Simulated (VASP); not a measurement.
# Zn4Se3S (P-43m) in VASP: further runs

The runs below take Zn4Se3S through relaxation of cell and atoms, with PBEsol.

All numbers are computed with VASP 6.6.1; they aren't measurements. Logs are shortened: lines on timing, memory, paths and dates and some standing lists are left out, and cuts for length are marked.

### 1 Starting point

It takes space group P-43m (No. 215, cubic). Conventional cell: a = 5.602 Å, b = 5.602 Å, c = 5.602 Å, α = 90.00°, β = 90.00°, γ = 90.00°. Zn (site symmetry 3m) is surrounded by 3 Se at 2.43 Å and 1 S at 2.43 Å. S (site symmetry -43m) is surrounded by 4 Zn at 2.43 Å. Se (site symmetry -42m) has 4 Zn at 2.43 Å as nearest neighbours.

The cell was built by a generator and needn't be a form met in nature.

### 2 Relaxation of cell and atoms, PBEsol

INCAR reads:

```
ALGO     = Normal         # electronic algorithm
EDIFF    = 1E-6           # SCF threshold, eV
EDIFFG   = -0.01          # ionic threshold
ENCUT    = 600            # plane-wave cutoff, eV
GGA      = PS             # functional
IBRION   = 2              # ionic algorithm
ISIF     = 3              # what is computed and relaxed
ISMEAR   = 0              # smearing method
KPAR     = 2            
LASPH    = T              # aspherical terms in the spheres
LCHARG   = F              # write CHGCAR
LREAL    = F              # projectors in reciprocal space
LWAVE    = F              # write WAVECAR
NELM     = 80             # most SCF steps
NSW      = 90             # ionic steps
PREC     = Accurate       # precision mode
SIGMA    = 0.03           # smearing width, eV
```

KPOINTS reads:

```
k-points
0
Gamma
  6 6 6
```

POSCAR reads:

```
Zn4Se3S
1.0
    5.6017000000      0.0000000000      0.0000000000
    0.0000000000     -5.6017000000      0.0000000000
    0.0000000000      0.0000000000     -5.6017000000
Zn S Se
4 1 3
Direct
    0.0000000000      0.5000000000      0.5000000000
    0.5000000000      0.0000000000      0.5000000000
    0.5000000000      0.5000000000      0.0000000000
    0.0000000000      0.0000000000      0.0000000000
    0.2500000000      0.2500000000      0.2500000000
    0.7500000000      0.7500000000      0.2500000000
    0.7500000000      0.2500000000      0.7500000000
    0.2500000000      0.7500000000      0.7500000000
```

Potentials or basis: VASP PAW PBE potentials, release 64 (Zn, S, Se).

Started as:

```bash
cat potpaw_PBE.64/Zn/POTCAR potpaw_PBE.64/S/POTCAR potpaw_PBE.64/Se/POTCAR > POTCAR
mpirun -np 2 vasp_std > vasp.out
```

OUTCAR:

```text
EDIFF = 1E-6
   EDIFFG = -0.01
   ENCUT = 600
   GGA = PS
   IBRION = 2
   ISIF = 3
   ISMEAR = 0
   LASPH = T
   LREAL = F
   NELM = 80
   NSW = 90
   PREC = Accurate

 ion  position               nearest neighbor table
   1  0.000  0.500  0.500-   5 2.43   6 2.43   7 2.43   8 2.43
   2  0.500  0.000  0.500-   5 2.43   6 2.43   7 2.43   8 2.43
   3  0.500  0.500  0.000-   5 2.43   6 2.43   7 2.43   8 2.43
   4  0.000  0.000  0.000-   5 2.43   6 2.43   7 2.43   8 2.43
   5  0.250  0.250  0.250-   1 2.43   2 2.43   3 2.43   4 2.43
   6  0.750  0.750  0.250-   1 2.43   2 2.43   3 2.43   4 2.43
   7  0.750  0.250  0.750-   1 2.43   2 2.43   3 2.43   4 2.43
   8  0.250  0.750  0.750-   1 2.43   2 2.43   3 2.43   4 2.43

  LATTYP: Found a simple cubic cell.
 ALAT       =     5.6017000000

  Lattice vectors:

 A1 = (   5.6017000000,   0.0000000000,   0.0000000000)
 A2 = (   0.0000000000,  -5.6017000000,   0.0000000000)
 A3 = (   0.0000000000,   0.0000000000,  -5.6017000000)

Analysis of symmetry for initial positions (statically):
=====================================================================
 Subroutine PRICEL returns:
 Original cell was already a primitive cell.

 Routine SETGRP: Setting up the symmetry group for a
 simple cubic supercell.

 Subroutine GETGRP returns: Found 24 space group operations
 (whereof  6 operations were pure point group operations)
 out of a pool of 48 trial point group operations.

The static configuration has the point symmetry C_3v.
 The point group associated with its full space group is T_d .

Analysis of symmetry for dynamics (positions and initial velocities):
=====================================================================
 Subroutine PRICEL returns:
 Original cell was already a primitive cell.

 Routine SETGRP: Setting up the symmetry group for a
 simple cubic supercell.

 Subroutine GETGRP returns: Found 24 space group operations
 (whereof  6 operations were pure point group operations)
 out of a pool of 48 trial point group operations.

The dynamic configuration has the point symmetry C_3v.
 The point group associated with its full space group is T_d .

 Subroutine INISYM returns: Found 24 space group operations
 (whereof  6 operations are pure point group operations),
 and found     1 'primitive' translations

----------------------------------------------------------------------------------------

                                     Primitive cell

  volume of cell :     175.7760

  direct lattice vectors                    reciprocal lattice vectors
     5.601700000  0.000000000  0.000000000     0.178517236  0.000000000  0.000000000
     0.000000000 -5.601700000  0.000000000     0.000000000 -0.178517236  0.000000000
     0.000000000  0.000000000 -5.601700000     0.000000000  0.000000000 -0.178517236

  length of vectors
     5.601700000  5.601700000  5.601700000     0.178517236  0.178517236  0.178517236

  position of ions in fractional coordinates (direct lattice)
     0.000000000  0.500000000  0.500000000
     0.500000000  0.000000000  0.500000000
     0.500000000  0.500000000  0.000000000
     0.000000000  0.000000000  0.000000000
     0.250000000  0.250000000  0.250000000
     0.750000000  0.750000000  0.250000000
     0.750000000  0.250000000  0.750000000
     0.250000000  0.750000000  0.750000000

  ion indices of the primitive-cell ions
   primitive index   ion index
                 1           1
                 2           2
                 3           3
                 4           4
                 5           5
                 6           6
                 7           7
                 8           8

----------------------------------------------------------------------------------------

 KPOINTS: k-points

Automatic generation of k-mesh.
 Grid dimensions read from file:
 generate k-points for:    6    6    6

 Generating k-lattice:

  Cartesian coordinates                     Fractional coordinates (reciprocal lattice)
     0.029752873  0.000000000  0.000000000     0.166666667  0.000000000  0.000000000
     0.000000000 -0.029752873  0.000000000     0.000000000  0.166666667  0.000000000
     0.000000000  0.000000000 -0.029752873     0.000000000  0.000000000  0.166666667

  Length of vectors
     0.029752873  0.029752873  0.029752873

  Shift w.r.t. Gamma in fractional coordinates (k-lattice)
     0.000000000  0.000000000  0.000000000

 Subroutine IBZKPT returns following result:
 ===========================================

 Found     20 irreducible k-points:

 Following reciprocal coordinates:
            Coordinates               Weight
  0.000000  0.000000  0.000000      1.000000
  0.166667  0.000000  0.000000      6.000000
  0.333333  0.000000  0.000000      6.000000
  0.500000  0.000000  0.000000      3.000000
  0.166667  0.166667  0.000000     12.000000
  0.333333  0.166667  0.000000     24.000000
[... 12 lines left out ...]
  0.500000  0.500000  0.333333      6.000000
  0.500000  0.500000  0.500000      1.000000
   k-points           NKPTS =     20   k-points in BZ     NKDIM =     20   number of bands    NBANDS=     43
   number of dos      NEDOS =    301   number of ions     NIONS =      8
   total plane-waves  NPLWV = 110592
   dimension x,y,z NGX =    48 NGY =   48 NGZ =   48
   dimension x,y,z NGXF=    96 NGYF=   96 NGZF=   96
   ions per type =               4   1   3
   NGX,Y,Z   is equivalent  to a cutoff of  14.25, 14.25, 14.25 a.u.
   NGXF,Y,Z  is equivalent  to a cutoff of  28.49, 28.49, 28.49 a.u.
 SYSTEM =  unknown system
   PREC   = accura    normal or accurate (medium, high low for compatibility)
   ISTART =      0    job   : 0-new  1-cont  2-samecut
   ICHARG =      2    charge: 1-file 2-atom 10-const
   ISPIN  =      1    spin polarized calculation?
   LNONCOLLINEAR =      F non collinear calculations
   LSORBIT =      F    spin-orbit coupling
   LASPH  =      T    aspherical Exc in radial PAW
   ENCUT  =  600.0 eV  44.10 Ry    6.64 a.u.  11.19 11.19 11.19*2*pi/ulx,y,z
   NELM   =     80;   NELMIN=  2; NELMDL= -5     # of ELM steps
   EDIFF  = 0.1E-05   stopping-criterion for ELM
   LREAL  =      F    real-space projection
   EDIFFG = -.1E-01   stopping-criterion for IOM
   NSW    =     90    number of steps for IOM
   IBRION =      2    ionic relax: 0-MD 1-quasi-New 2-CG
   NFREE  =      1    steps in history (QN), initial steepest desc. (CG)
   ISIF   =      3    stress and relaxation
   ISYM   =      2    0-nonsym 1-usesym 2-fastsym
   POTIM  = 0.5000    time-step for ionic-motion
   TEBEG  =    0.0;   TEEND  =   0.0 temperature during run
   PSTRESS=    0.0 pullay stress
   NELECT =      72.0000    total number of electrons
   NUPDOWN=      -1.0000    fix difference up-down
   EMIN   =  10.00;   EMAX   =-10.00  energy-range for DOS
   EFERMI =   0.00;   METHOD = LEGACY
   ISMEAR =     0;   SIGMA  =   0.03  broadening in eV -4-tet -1-fermi 0-gaus
   EFERMI_NEDOS =   21; number of points for ismear=-14 and -15
   IALGO  =     38    algorithm
   IMIX   =      4    mixing-type and parameters
     AMIX     =   0.40;   BMIX     =  1.00
     AMIX_MAG =   1.60;   BMIX_MAG =  1.00
  volume/ion in A,a.u.               =      21.97       148.27
  Fermi-wavevector in a.u.,A,eV,Ry     =   1.215810  2.297548 20.112060  1.478195
  Thomas-Fermi vector in A             =   2.351185
   LORBIT       =      0    0 simple, 1 ext, 2 COOP (PROOUT), +10 PAW based schemes
   GGA     = PS    functional components
   LHFCALC =     F    Hartree Fock is set to
   AEXX    =    0.0000 exact exchange contribution
   IVDW    =     0    specifies the selected vdW correction
   LEPSILON=     F    determine dielectric tensor
   LRPA    =     F    only Hartree local field effects (RPA)
 conjugate gradient relaxation of ions
 non-spin polarized calculation
 Gauss-broadening in eV      SIGMA  =   0.03
  energy-cutoff  :      600.00
  volume of cell :      175.78
 maximum number of plane-waves:      5904
 NGX is ok and might be reduce to    48
   NGX = 23   NGY = 23   NGZ = 23

--------------------------------------- Ionic step        1  -------------------------------------------

 number of electron      72.0000078 magnetization

 Free energy of the ion-electron system (eV)
  ---------------------------------------------------
  ext. energy  EPLUGINS =         0.00000000
  ---------------------------------------------------
  free energy    TOTEN  =       -27.76912236 eV

  energy without entropy =      -27.76912236  energy(sigma->0) =      -27.76912236

------------------------ aborting loop because EDIFF is reached ----------------------------------------

  FORCE on cell =-STRESS in cart. coord.  units (eV):
  Direction    XX          YY          ZZ          XY          YZ          ZX
  --------------------------------------------------------------------------------------
  -------------------------------------------------------------------------------------
  Total       -0.9888042     -0.9888042     -0.9888042     -0.0000000      0.0000000     -0.0000000
  in kB       -9.0128335     -9.0128335     -9.0128335     -0.0000000      0.0000000     -0.0000000
  external PRESSURE =      -9.0128335 kB  Pullay stress =       0.0000000 kB

 VOLUME and BASIS-vectors are now :
 -----------------------------------------------------------------------------
  energy-cutoff  :      600.00
  volume of cell :      175.78
      direct lattice vectors                 reciprocal lattice vectors
     5.601700000  0.000000000  0.000000000     0.178517236  0.000000000  0.000000000
     0.000000000 -5.601700000  0.000000000     0.000000000 -0.178517236  0.000000000
     0.000000000  0.000000000 -5.601700000     0.000000000  0.000000000 -0.178517236
[... 127 lines left out ...]
 POSITION                                       TOTAL-FORCE (eV/Angst)
 -----------------------------------------------------------------------------------
      0.03898     -2.74770     -2.74770        -0.011160     -0.011160     -0.011160
      2.74770     -0.03898     -2.74770         0.011160      0.011160     -0.011160
      2.74770     -2.74770     -0.03898         0.011160     -0.011160      0.011160
      0.03898     -0.03898     -0.03898        -0.011160      0.011160      0.011160
      1.39334     -1.39334     -1.39334        -0.000000     -0.000000      0.000000
      4.18001     -4.18001     -1.39334        -0.000000     -0.000000     -0.000000
      4.18001     -1.39334     -4.18001        -0.000000     -0.000000      0.000000
      1.39334     -4.18001     -4.18001        -0.000000     -0.000000      0.000000
 -----------------------------------------------------------------------------------
    total drift:                               -0.000000      0.000000      0.000000

  FREE ENERGIE OF THE ION-ELECTRON SYSTEM (eV)
  ---------------------------------------------------
  free  energy   TOTEN  =       -27.8541423317 eV

  energy  without entropy=      -27.8541423317  energy(sigma->0) =      -27.85414233

--------------------------------------- Ionic step        5  -------------------------------------------

 number of electron      71.9999991 magnetization

 Free energy of the ion-electron system (eV)
  ---------------------------------------------------
  ext. energy  EPLUGINS =         0.00000000
  ---------------------------------------------------
  free energy    TOTEN  =       -27.85433677 eV

  energy without entropy =      -27.85433677  energy(sigma->0) =      -27.85433677

 E-fermi :   1.9565     XC(G=0):  -9.6839

 val. band max:        1.7793884833   @ k =   0.0000   0.0000   0.0000
 cond. band min:       3.1623788659   @ k =   0.0000   0.0000   0.0000
 fundamental gap:      1.3829903825
 Fermi energy:         1.9564703190

 k-point     1 :       0.0000    0.0000    0.0000
  band No.  band energies     occupation
      1     -11.6053      2.00000
      2     -10.4871      2.00000
      3     -10.4290      2.00000
      4     -10.4290      2.00000
      5      -4.8520      2.00000
      6      -4.8520      2.00000
[... 931 lines left out ...]
 POSITION                                       TOTAL-FORCE (eV/Angst)
 -----------------------------------------------------------------------------------
      0.03773     -2.74753     -2.74753         0.000869      0.000869      0.000869
      2.74753     -0.03773     -2.74753        -0.000869     -0.000869      0.000869
      2.74753     -2.74753     -0.03773        -0.000869      0.000869     -0.000869
      0.03773     -0.03773     -0.03773         0.000869     -0.000869     -0.000869
      1.39263     -1.39263     -1.39263         0.000000      0.000000     -0.000000
      4.17789     -4.17789     -1.39263         0.000000      0.000000     -0.000000
      4.17789     -1.39263     -4.17789         0.000000      0.000000     -0.000000
      1.39263     -4.17789     -4.17789         0.000000      0.000000     -0.000000
 -----------------------------------------------------------------------------------
    total drift:                               -0.000000      0.000000     -0.000000

  FREE ENERGIE OF THE ION-ELECTRON SYSTEM (eV)
  ---------------------------------------------------
  free  energy   TOTEN  =       -27.8543367743 eV

  energy  without entropy=      -27.8543367743  energy(sigma->0) =      -27.85433677

 reached required accuracy - stopping structural energy minimisation
```

It took 3.7 min on 2 MPI ranks of Intel Xeon Platinum 8488C (Sapphire Rapids), shared host; peak memory 0.43 GiB.

What came out:

```
Free energy                            : -27.8543 eV
Relaxed volume                         : 21.61 Å³/atom
Relaxed cell                           : a = 5.571 Å, b = 5.571 Å, c = 5.571 Å, α = 90.00°, β = 90.00°, γ = 90.00°
Space group after relaxing (to 0.05 Å) : P-43m (No. 215)
Energy gained by relaxing              : 10.7 meV/atom
Ionic steps                            : 5
Pressure after relaxing                : 0.0 GPa
Band gap on the k mesh                 : 1.38 eV, direct
```

The path:
```
step  energy change (eV)  largest force (eV/Å)  pressure (GPa)  volume (Å³)
   1              0.0000                0.5622           -0.90       175.78
   2             -0.0573                0.3564            0.20       172.65
   3             -0.0706                0.1951            1.02       170.48
   4             -0.0850                0.0193           -0.10       173.12
   5             -0.0852                0.0015           -0.01       172.86
```

Final structure:
```cif
data_structure
_symmetry_space_group_name_H-M 'P 1'
_symmetry_Int_Tables_number 1
_cell_length_a 5.5705
_cell_length_b 5.5705
_cell_length_c 5.5705
_cell_angle_alpha 90.000
_cell_angle_beta 90.000
_cell_angle_gamma 90.000
_cell_volume 172.86
loop_
_atom_site_label
_atom_site_type_symbol
_atom_site_fract_x
_atom_site_fract_y
_atom_site_fract_z
_atom_site_occupancy
Zn1 Zn 0.00677 0.49323 0.49323 1
Zn2 Zn 0.49323 0.00677 0.49323 1
Zn3 Zn 0.49323 0.49323 0.00677 1
Zn4 Zn 0.00677 0.00677 0.00677 1
S1 S 0.25000 0.25000 0.25000 1
Se1 Se 0.75000 0.75000 0.25000 1
Se2 Se 0.75000 0.25000 0.75000 1
Se3 Se 0.25000 0.75000 0.75000 1
```

Levels at points of the mesh, in eV from the valence-band top:
| k point | band 32 | band 33 | band 34 | band 35 | band 36 | band 37 | band 38 | band 39 | band 40 | band 41 |
| --- | --- | --- | --- | --- | --- | --- | --- | --- | --- | --- |
| (0.00, 0.00, 0.00) | -2.19 | -2.19 | 0.00 | 0.00 | 0.00 | 1.38 | 2.75 | 2.75 | 3.13 | 3.48 |
| (0.50, 0.00, 0.00) | -2.66 | -1.48 | -1.48 | -1.14 | -1.14 | 3.86 | 3.89 | 3.98 | 4.17 | 5.41 |
| (0.50, 0.50, 0.00) | -2.48 | -1.15 | -1.15 | -0.86 | -0.71 | 4.12 | 4.12 | 4.37 | 4.37 | 6.15 |
| (0.50, 0.50, 0.50) | -0.79 | -0.79 | -0.79 | -0.67 | -0.67 | 2.45 | 2.69 | 2.69 | 2.69 | 6.18 |

Caveat: the PAW data sets were made with another functional, which shifts forces and pressure a little.

### 3 Relaxation of cell and atoms, PBEsol

This run uses another cell than the first one, of 21.61 Å³/atom, 0.983 times its volume.

INCAR, as its differences from that of step 2:

```diff
@@ -1,4 +1,4 @@
 ALGO     = Normal         # electronic algorithm
-EDIFF    = 1E-6           # SCF threshold, eV
-EDIFFG   = -0.01          # ionic threshold
+EDIFF    = 1E-7           # SCF threshold, eV
+EDIFFG   = -0.005         # ionic threshold
 ENCUT    = 600            # plane-wave cutoff, eV
```

KPOINTS is that of step 2.

POSCAR reads:

```
Zn4Se3S                                 
1.0
    5.5705154551      0.0000000000     -0.0000000000
    0.0000000000     -5.5705154551      0.0000000000
   -0.0000000000     -0.0000000000     -5.5705154551
  Zn              S               Se            
     4     1     3
Direct
     0.0067736433750215    0.4932263566249786    0.4932263566249786
     0.4932263566249786    0.0067736433750215    0.4932263566249786
     0.4932263566249786    0.4932263566249786    0.0067736433750215
     0.0067736433750215    0.0067736433750215    0.0067736433750215
     0.2500000000000000    0.2500000000000000    0.2500000000000000
     0.7500000000000000    0.7500000000000000    0.2500000000000000
     0.7500000000000000    0.2500000000000000    0.7500000000000000
     0.2500000000000000    0.7500000000000000    0.7500000000000000
```

Potentials or basis: VASP PAW PBE potentials, release 64 (Zn, S, Se).

Started as:

```bash
cat potpaw_PBE.64/Zn/POTCAR potpaw_PBE.64/S/POTCAR potpaw_PBE.64/Se/POTCAR > POTCAR
mpirun -np 2 vasp_std > vasp.out
```

It took 72 s on 2 MPI ranks of Intel Xeon Platinum 8488C (Sapphire Rapids), shared host; peak memory 0.41 GiB.

It converged, with:

```
Free energy             : -27.8538 eV
Pressure after relaxing : 0.0 GPa
Band gap on the k mesh  : 1.38 eV, direct
```

Final structure:
```
CELL_PARAMETERS angstrom
5.57052 0.00000 0.00000
0.00000 -5.57052 0.00000
0.00000 0.00000 -5.57052
ATOMIC_POSITIONS crystal
Zn 0.00677 0.49323 0.49323
Zn 0.49323 0.00677 0.49323
Zn 0.49323 0.49323 0.00677
Zn 0.00677 0.00677 0.00677
S 0.25000 0.25000 0.25000
Se 0.75000 0.75000 0.25000
Se 0.75000 0.25000 0.75000
Se 0.25000 0.75000 0.75000
```

Levels at points of the mesh, in eV from the valence-band top:
| k point | band 32 | band 33 | band 34 | band 35 | band 36 | band 37 | band 38 | band 39 | band 40 | band 41 |
| --- | --- | --- | --- | --- | --- | --- | --- | --- | --- | --- |
| (0.00, 0.00, 0.00) | -2.19 | -2.19 | 0.00 | 0.00 | 0.00 | 1.38 | 2.75 | 2.75 | 3.13 | 3.48 |
| (0.50, 0.00, 0.00) | -2.66 | -1.48 | -1.48 | -1.14 | -1.14 | 3.86 | 3.89 | 3.98 | 4.17 | 5.41 |
| (0.50, 0.50, 0.00) | -2.48 | -1.15 | -1.15 | -0.86 | -0.71 | 4.12 | 4.12 | 4.37 | 4.37 | 6.15 |
| (0.50, 0.50, 0.50) | -0.79 | -0.79 | -0.79 | -0.67 | -0.67 | 2.45 | 2.69 | 2.69 | 2.69 | 6.18 |

Caveat: the relaxation stopped at its first step, so nothing moved; the PAW data sets were made with another functional, which shifts forces and pressure a little.
